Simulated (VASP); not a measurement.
Output of a VASP run:

File OUTCAR:
```
 ion  position               nearest neighbor table
   1  0.500  0.000  0.753-   3 2.24   4 2.24   3 2.24   4 2.24   2 3.57   2 3.57   2 3.57   2 3.57
                             2 3.61   2 3.61   2 3.61   2 3.61
   2  0.000  0.500  0.247-   3 2.24   4 2.24   4 2.24   3 2.24   1 3.57   1 3.57   1 3.57   1 3.57
                             1 3.61   1 3.61   1 3.61   1 3.61
   3  0.500  0.500  0.000-   1 2.24   2 2.24   1 2.24   2 2.24
   4  0.000  0.000  0.000-   1 2.24   2 2.24   2 2.24   1 2.24
  LATTYP: Found a simple tetragonal cell.
 ALAT       =     3.8368410144
 C/A-ratio  =     1.2256281282
 Subroutine PRICEL returns:
 Original cell was already a primitive cell.
 Subroutine GETGRP returns: Found 16 space group operations
The static configuration has the point symmetry D_2d.
 The point group associated with its full space group is D_4h.
The dynamic configuration has the point symmetry D_2d.
 Subroutine INISYM returns: Found 16 space group operations
 Subroutine IBZKPT returns following result:
 Found     18 irreducible k-points:

 Following reciprocal coordinates:
            Coordinates               Weight
  0.000000  0.000000  0.000000      1.000000
  0.200000  0.000000  0.000000      4.000000
  0.400000  0.000000  0.000000      4.000000
  0.200000  0.200000  0.000000      4.000000
  0.400000  0.200000  0.000000      8.000000
  0.400000  0.400000  0.000000      4.000000
  0.000000  0.000000  0.250000      2.000000
  0.200000  0.000000  0.250000      8.000000
  0.400000  0.000000  0.250000      8.000000
  0.200000  0.200000  0.250000      8.000000
  0.400000  0.200000  0.250000     16.000000
  0.400000  0.400000  0.250000      8.000000
  0.000000  0.000000  0.500000      1.000000
  0.200000  0.000000  0.500000      4.000000
  0.400000  0.000000  0.500000      4.000000
  0.200000  0.200000  0.500000      4.000000
  0.400000  0.200000  0.500000      8.000000
  0.400000  0.400000  0.500000      4.000000
   k-points           NKPTS =     18   k-points in BZ     NKDIM =     18   number of bands    NBANDS=     24
   number of dos      NEDOS =    301   number of ions     NIONS =      4
   total plane-waves  NPLWV =  32400
   dimension x,y,z NGX =    30 NGY =   30 NGZ =   36
   dimension x,y,z NGXF=    60 NGYF=   60 NGZF=   72
   ions per type =               2   2
   PREC   = accura    normal or accurate (medium, high low for compatibility)
   ISTART =      0    job   : 0-new  1-cont  2-samecut
   ICHARG =      2    charge: 1-file 2-atom 10-const
   ISPIN  =      1    spin polarized calculation?
   LNONCOLLINEAR =      F non collinear calculations
   LSORBIT =      F    spin-orbit coupling
   INIWAV =      1    electr: 0-lowe 1-rand  2-diag
   ENCUT  =  520.0 eV  38.22 Ry    6.18 a.u.   7.13  7.13  8.74*2*pi/ulx,y,z
   NELM   =    100;   NELMIN=  2; NELMDL= -5     # of ELM steps
   EDIFF  = 0.1E-05   stopping-criterion for ELM
   LREAL  =      F    real-space projection
   NLSPLINE    = F    spline interpolate recip. space projectors
   LMAXMIX     =    4 max onsite mixed and CHGCAR
   VOSKOWN=      0    Vosko Wilk Nusair interpolation
   EDIFFG = -.2E-01   stopping-criterion for IOM
   NSW    =     60    number of steps for IOM
   NBLOCK =      1;   KBLOCK =     60    inner block; outer block
   IBRION =      2    ionic relax: 0-MD 1-quasi-New 2-CG
   NFREE  =      1    steps in history (QN), initial steepest desc. (CG)
   ISIF   =      3    stress and relaxation
   ISYM   =      2    0-nonsym 1-usesym 2-fastsym
   TEIN   =    0.0    initial temperature
   TEBEG  =    0.0;   TEEND  =   0.0 temperature during run
   SMASS  =  -3.00    Nose mass-parameter (am)
   PSTRESS=    0.0 pullay stress
   NELECT =      40.0000    total number of electrons
   EFERMI =   0.00;   METHOD = LEGACY
   ISMEAR =     0;   SIGMA  =   0.05  broadening in eV -4-tet -1-fermi 0-gaus
   IALGO  =     38    algorithm
   LDIAG  =      T    sub-space diagonalisation (order eigenvalues)
   IMIX   =      4    mixing-type and parameters
     AMIX     =   0.40;   BMIX     =  1.00
     AMIX_MAG =   1.60;   BMIX_MAG =  1.00
     AMIN     =   0.10
...
```

File OSZICAR:
```
...
DAV:  10    -0.226738578710E+02   -0.22528E-02   -0.20702E-02  1256   0.126E+00    0.216E-01
DAV:  11    -0.226728038216E+02    0.10540E-02   -0.70423E-03  1328   0.778E-01    0.270E-02
DAV:  12    -0.226728862333E+02   -0.82412E-04   -0.72918E-04   944   0.169E-01    0.456E-02
DAV:  13    -0.226728695905E+02    0.16643E-04   -0.98488E-05  1312   0.113E-01    0.827E-03
DAV:  14    -0.226728695300E+02    0.60505E-07   -0.89998E-06   968   0.231E-02
   1 F= -.23778502E+02 E0= -.23778502E+02  d E =-.237785E+02
       N       E                     dE             d eps       ncg     rms          rms(c)
DAV:   1    -0.226777305874E+02   -0.48610E-02   -0.56828E-02  1120   0.362E+00    0.304E-01
DAV:   2    -0.226758522622E+02    0.18783E-02   -0.83378E-03  1136   0.942E-01    0.101E-01
DAV:   3    -0.226755605722E+02    0.29169E-03   -0.71073E-04  1096   0.534E-01    0.442E-02
DAV:   4    -0.226754955542E+02    0.65018E-04   -0.21783E-04  1264   0.261E-01    0.125E-02
DAV:   5    -0.226754893328E+02    0.62214E-05   -0.52561E-05  1216   0.737E-02    0.660E-03
DAV:   6    -0.226754865466E+02    0.27862E-05   -0.39813E-06   864   0.206E-02    0.255E-03
DAV:   7    -0.226754863435E+02    0.20307E-06   -0.58025E-07   504   0.851E-03
   2 F= -.23778647E+02 E0= -.23778647E+02  d E =-.144546E-03
       N       E                     dE             d eps       ncg     rms          rms(c)
DAV:   1    -0.226765075413E+02   -0.10210E-02   -0.56777E-03  1112   0.114E+00    0.968E-02
DAV:   2    -0.226763191395E+02    0.18840E-03   -0.84856E-04  1144   0.298E-01    0.321E-02
DAV:   3    -0.226762901416E+02    0.28998E-04   -0.71921E-05  1104   0.169E-01    0.141E-02
DAV:   4    -0.226762825818E+02    0.75598E-05   -0.22161E-05  1256   0.834E-02    0.403E-03
DAV:   5    -0.226762810844E+02    0.14974E-05   -0.52056E-06   888   0.236E-02    0.197E-03
DAV:   6    -0.226762804300E+02    0.65434E-06   -0.37105E-07   440   0.698E-03
   3 F= -.23778660E+02 E0= -.23778660E+02  d E =-.157333E-03
       N       E                     dE             d eps       ncg     rms          rms(c)
DAV:   1    -0.226774714278E+02   -0.11903E-02   -0.23474E-02  1320   0.136E+00    0.106E-01
DAV:   2    -0.226772403822E+02    0.23105E-03   -0.10133E-03  1152   0.326E-01    0.388E-02
DAV:   3    -0.226772015118E+02    0.38870E-04   -0.90990E-05  1112   0.187E-01    0.174E-02
DAV:   4    -0.226771915414E+02    0.99704E-05   -0.27203E-05  1272   0.890E-02    0.491E-03
DAV:   5    -0.226771897339E+02    0.18075E-05   -0.80741E-06  1168   0.320E-02    0.270E-03
DAV:   6    -0.226771894544E+02    0.27944E-06   -0.84072E-07   456   0.102E-02
   4 F= -.23778758E+02 E0= -.23778758E+02  d E =-.986358E-04
       N       E                     dE             d eps       ncg     rms          rms(c)
DAV:   1    -0.226823092078E+02   -0.51195E-02   -0.21214E-01  1320   0.411E+00    0.316E-01
DAV:   2    -0.226802192651E+02    0.20899E-02   -0.91191E-03  1152   0.977E-01    0.116E-01
DAV:   3    -0.226798669428E+02    0.35232E-03   -0.80904E-04  1112   0.557E-01    0.521E-02
DAV:   4    -0.226797856216E+02    0.81321E-04   -0.24417E-04  1272   0.268E-01    0.145E-02
DAV:   5    -0.226797790481E+02    0.65735E-05   -0.72926E-05  1232   0.961E-02    0.817E-03
DAV:   6    -0.226797773534E+02    0.16946E-05   -0.98920E-06  1080   0.307E-02    0.239E-03
DAV:   7    -0.226797773489E+02    0.45075E-08   -0.94187E-07   488   0.851E-03
   5 F= -.23778909E+02 E0= -.23778909E+02  d E =-.249256E-03
```

File OUTCAR:
```
------------------------ aborting loop because EDIFF is reached ----------------------------------------
  Edisp (eV):   -1.09913
  FORCE on cell =-STRESS in cart. coord.  units (eV):
  Direction    XX          YY          ZZ          XY          YZ          ZX
  --------------------------------------------------------------------------------------
  Total      -0.03394    -0.03394     0.04515     0.00000     0.00000     0.00000
  in kB      -0.78071    -0.78071     1.03844     0.00000     0.00000     0.00000
  external pressure =       -0.17 kB  Pullay stress =        0.00 kB
  volume of cell :       69.66
      direct lattice vectors                 reciprocal lattice vectors
     3.840981729  0.000000000  0.000000000     0.260350106  0.000000000  0.000000000
     0.000000000  3.840981729 -0.000000000     0.000000000  0.260350106  0.000000000
     0.000000000 -0.000000000  4.721509223     0.000000000  0.000000000  0.211796685
 POSITION                                       TOTAL-FORCE (eV/Angst)
 -----------------------------------------------------------------------------------
      1.92049     -0.00000      3.56244         0.000000      0.000000     -0.004035
      0.00000      1.92049      1.15907         0.000000     -0.000000      0.004035
      1.92049      1.92049     -0.00000         0.000000      0.000000      0.000000
      0.00000      0.00000      0.00000         0.000000     -0.000000      0.000000
 -----------------------------------------------------------------------------------
    total drift:                                0.000000      0.000000      0.000000
  FREE ENERGIE OF THE ION-ELECTRON SYSTEM (eV)
  ---------------------------------------------------
  free  energy   TOTEN  =       -23.7789089137 eV

  energy  without entropy=      -23.7789089136  energy(sigma->0) =      -23.77890891

 reached required accuracy - stopping structural energy minimisation
```
(Selected blocks of OUTCAR.)

POSCAR:
```
SnO
1
    3.8368410144     0.0000000000     0.0000000000
    0.0000000000     3.8368410144    -0.0000000000
    0.0000000000    -0.0000000000     4.7025402707
Sn O
2 2
Direct
  0.5000000000   0.0000000000   0.7532828859
  0.0000000000   0.5000000000   0.2467171141
  0.5000000000   0.5000000000   0.0000000000
  0.0000000000   0.0000000000   0.0000000000
```

Q: Write an INCAR and KPOINTS that could have produced this output.

A: This is not unique; one that fits is the input of the run itself, PBE GGA with D4 dispersion, plane waves, VASP's PBE PAW potentials (set 64).

**KPOINTS**
```
Automatic mesh
0
Gamma
5 5 4
0 0 0
```

### INCAR
```
SYSTEM = SnO
PREC = Accurate; ENCUT = 520; LREAL = F
LASPH = T
EDIFF = 1E-6; NELM = 100; ALGO = Normal
LMAXMIX = 4
ISMEAR = 0; SIGMA = 0.05
GGA = PE; IVDW = 13
IBRION = 2; NSW = 60; ISIF = 3
EDIFFG = -0.02
LWAVE = F; LCHARG = F
```

POTCAR, in this order: Sn_d O (PBE.64 set). Program: vasp_std.

The compound is SnO in the litharge structure. This run relaxes it. Symmetry was kept, so distortions that lower it aren't found. The start is the result of an earlier pass.
